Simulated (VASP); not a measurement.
```
Sb
1.0
    3.89837    -2.13373     0.00000
    3.89837     2.13373     0.00000
    2.74233     0.00000     3.58545
Sb
2
Cartesian
  2.46087   0.00000   0.83720
  8.15245   0.00000   2.74825
```

These are PBEsol GGA, VASP's PBE PAW potentials (set 64) (plane waves; VASP) values and carry that method's errors. Numerical set-up: 400 eV cut-off, 9×9×9 Γ-centred mesh, first-order Methfessel-Paxton smearing of 0.10 eV, potentials Sb.

Unless said otherwise, spin-orbit coupling is left out, though it shifts the bands of the heavy elements here.

**Question.** Estimate the energy per atom (σ→0), pressure, largest force, band gap (on the k-mesh) with the smallest direct gap where there is one.

**Answer.** 
```json
{
  "band gap (on the k-mesh)": "none (metal, semimetal or under 0.01 eV)",
  "energy per atom (σ→0)": "-4.539 eV/atom",
  "pressure": "1.97 GPa",
  "largest_force": "0.678 eV/Å"
}
```

The compound is Sb in the a7 structure. The cell was not relaxed at this level. The run is one of a series of settings (GGA = PS against the base run), some of them coarse on purpose.
